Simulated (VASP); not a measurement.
All values below come from PBE GGA, VASP's PBE PAW potentials (set 64) (plane waves; VASP 6.6.1).

VASP ran on this input.

File KPOINTS:
```
k-points along high-symmetry lines
15
Line-mode
Reciprocal
  0.000000   0.000000   0.000000 ! GAMMA
 -0.500000  -0.500000   0.000000 ! X

 -0.500000  -0.500000   0.000000 ! X
 -0.375000  -0.375000   0.250000 ! U

 -0.375000  -0.000000   0.375000 ! K
  0.000000   0.000000   0.000000 ! GAMMA

  0.000000   0.000000   0.000000 ! GAMMA
 -0.000000  -0.000000   0.500000 ! L

 -0.000000  -0.000000   0.500000 ! L
 -0.500000  -0.250000   0.250000 ! W

 -0.500000  -0.250000   0.250000 ! W
 -0.500000  -0.500000   0.000000 ! X
```

**POSCAR**
```
InP
1
    0.0000000000     2.9787197880     2.9787197880
    2.9787197880     0.0000000000     2.9787197880
    2.9787197880     2.9787197880     0.0000000000
In P
1 1
Direct
  0.0000000000   0.0000000000   0.0000000000
  0.2500000000   0.2500000000   0.2500000000
```

INCAR:
```
ENCUT = 520
ICHARG = 11   # fixed density
LCHARG = F
ISMEAR = 0
PREC = Accurate
LMAXMIX = 4   # l cut-off of mixed one-centre charges
SYSTEM = InP
NELM = 100   # most electronic steps
EDIFF = 1E-6
ALGO = Normal   # blocked Davidson
SIGMA = 0.05   # width (eV)
LWAVE = F
LASPH = T   # aspherical one-centre terms
LREAL = F   # projection in real space or not
GGA = PE   # PBE
```

POTCAR, in this order: In_d P (PBE.64 set). Program: vasp_std. Read from the step before: CHGCAR.

Output

### OSZICAR
```
       N       E                     dE             d eps       ncg     rms          rms(c)
DAV:   1     0.113240576293E+03    0.11324E+03   -0.87095E+03  2370   0.152E+03
DAV:   2     0.123331079166E+01   -0.11201E+03   -0.10875E+03  2470   0.330E+02
DAV:   3    -0.698451119018E+01   -0.82178E+01   -0.79955E+01  3088   0.914E+01
DAV:   4    -0.722135853344E+01   -0.23685E+00   -0.23665E+00  2826   0.168E+01
DAV:   5    -0.723125737289E+01   -0.98988E-02   -0.98984E-02  3448   0.300E+00
DAV:   6    -0.723146788160E+01   -0.21051E-03   -0.21051E-03  3002   0.399E-01
DAV:   7    -0.723147430160E+01   -0.64200E-05   -0.64204E-05  3483   0.699E-02
DAV:   8    -0.723147437860E+01   -0.77001E-07   -0.76783E-07  2120   0.847E-03
   1 F= -.72314744E+01 E0= -.72314744E+01  d E =-.144456E-10
```

### OUTCAR
```
 val. band max:        4.6703852362   @ k =   0.0000   0.0000   0.0000

 cond. band min:       5.1140794890   @ k =   0.0000   0.0000   0.0000



 k-point     1 :       0.0000    0.0000    0.0000
  band No.  band energies     occupation
      1      -9.4301      2.00000
      2      -9.4301      2.00000
      3      -9.4301      2.00000
      4      -9.3012      2.00000
      5      -9.3012      2.00000
      6      -6.5232      2.00000
      7       4.6704      2.00000
      8       4.6704      2.00000
      9       4.6704      2.00000
     10       5.1141      0.00000
     11       8.7578      0.00000
     12       8.7578      0.00000
     13       8.7578      0.00000

 k-point     2 :      -0.0357   -0.0357    0.0000
  band No.  band energies     occupation
      1      -9.4325      2.00000
      2      -9.4291      2.00000
      3      -9.4291      2.00000
      4      -9.3017      2.00000
      5      -9.3009      2.00000
      6      -6.5050      2.00000
      7       4.3300      2.00000
      8       4.6245      2.00000
      9       4.6245      2.00000
     10       5.4526      0.00000
     11       8.6931      0.00000
     12       8.8209      0.00000
     13       8.8209      0.00000

 k-point     3 :      -0.0714   -0.0714    0.0000
  band No.  band energies     occupation
      1      -9.4394      2.00000
      2      -9.4259      2.00000
      3      -9.4259      2.00000
      4      -9.3028      2.00000
      5      -9.2998      2.00000
      6      -6.4508      2.00000
      7       3.8374      2.00000
      8       4.4960      2.00000
      9       4.4960      2.00000
     10       5.9366      0.00000
     11       8.5183      0.00000
     12       9.0011      0.00000
     13       9.0011      0.00000

 k-point     4 :      -0.1071   -0.1071    0.0000
  band No.  band energies     occupation
      1      -9.4503      2.00000
      2      -9.4209      2.00000
      3      -9.4209      2.00000
      4      -9.3049      2.00000
...
```

The density is held fixed in this step, so its total energy and stress have no physical meaning. Unless said otherwise, spin-orbit coupling is left out, though it shifts the bands of the heavy elements here.

The compound is InP in the zinc blende structure. It was relaxed first.
